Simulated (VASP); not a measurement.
Calculation: r2SCAN meta-GGA, VASP's PBE PAW potentials (set 64) (plane waves; VASP).

VASP input:

POSCAR:
```
Te2Mo
1
    0.0000000000     3.3192953880     3.3192953880
    3.3192953880    -0.0000000000     3.3192953880
    3.3192953880     3.3192953880     0.0000000000
Mo Te
1 2
Direct
  0.0000000000   0.0000000000   0.0000000000
  0.2500000000   0.2500000000   0.2500000000
  0.7500000000   0.7500000000   0.7500000000
```

**KPOINTS**
```
Automatic mesh
0
Gamma
7 7 7
0 0 0
```

### INCAR
```
! general
SYSTEM   =  Te2Mo
PREC     =  Accurate
ENCUT    =  400
LREAL    =  .FALSE.
LASPH    =  .TRUE.

! electronic loop
EDIFF    =  1E-6
NELM     =  100
ALGO     =  Normal
LMAXMIX  =  4
LMIXTAU  =  .TRUE.

! smearing
ISMEAR   =  1
SIGMA    =  0.1

! functional
METAGGA  =  R2SCAN

! ions
IBRION   =  2
NSW      =  60
ISIF     =  3
EDIFFG   =  -0.02

! output
LWAVE    =  .FALSE.
LCHARG   =  .FALSE.
```

POTCAR, in this order: Mo_sv Te (PBE.64 set). Program: vasp_std.

Unless said otherwise, spin-orbit coupling is left out, though it shifts the bands of the heavy elements here.

Task: Predict the energy per atom (σ→0), band gap (on the k-mesh).

Result: 
```yaml
energy per atom (σ→0): -2445.9 kJ/mol of atoms
band gap (on the k-mesh): none (metal, semimetal or under 0.01 eV)
```

File OSZICAR:
```
...
DAV:  19    -0.760504418514E+02    0.83980E-04   -0.41898E-05   794   0.500E-02    0.155E-01
DAV:  20    -0.760503767604E+02    0.65091E-04   -0.21737E-04   858   0.693E-02    0.106E-01
DAV:  21    -0.760504369566E+02   -0.60196E-04   -0.91725E-05   703   0.757E-02    0.499E-02
DAV:  22    -0.760504468014E+02   -0.98449E-05   -0.19764E-05   861   0.328E-02    0.289E-02
DAV:  23    -0.760504445325E+02    0.22689E-05   -0.14675E-06   365   0.927E-03    0.240E-02
DAV:  24    -0.760504475235E+02   -0.29910E-05   -0.61899E-06   690   0.176E-02    0.565E-03
DAV:  25    -0.760504469459E+02    0.57757E-06   -0.46576E-06   668   0.125E-02
   1 F= -.76050447E+02 E0= -.76051342E+02  d E =-.760504E+02
```

The structure was generated: Te2Mo was put into the fluorite type (Fm-3m), which need not be its known phase. It was relaxed first. The start is the result of an earlier pass.
